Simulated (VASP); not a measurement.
Data:

```yaml
crystal:
  lattice:
    - [1.88703, -3.26843, 0.00000]
    - [1.88703, 3.26843, 0.00000]
    - [0.00000, 0.00000, 8.15128]
  atoms:
    - { symbol: Pt, position: [0.00000, 0.00000, 0.00000] }
    - { symbol: Se, position: [0.33333, 0.66667, 0.16016] }
    - { symbol: Se, position: [0.66667, 0.33333, 0.83984] }
```

Calculation: revPBE GGA, VASP's PBE PAW potentials (set 64) (plane waves; VASP). Settings: 520 eV cut-off, 8×8×3 Γ-centred mesh, tetrahedra with Blöchl corrections, potentials Pt Se.

The cores are frozen, which limits the accuracy of field gradients. Without a dispersion term in the relaxation, distances and binding between the weakly bound layers, chains or molecules are unreliable, and so is what depends on them.

Q: Give the principal components of the electric field gradient (V/Å²) and the asymmetry η at each nucleus.

A: 
| atom | Vxx | Vyy | Vzz | η |
|---|---|---|---|---|
| Pt1 | -54.0 | -54.0 | 108.0 | 0.00 |
| Se2 | 48.2 | 48.2 | -96.3 | 0.00 |
| Se3 | 48.2 | 48.2 | -96.3 | 0.00 |

The compound is PtSe2 in the 1T layered structure. It was relaxed first, which changed the volume by +64 %.
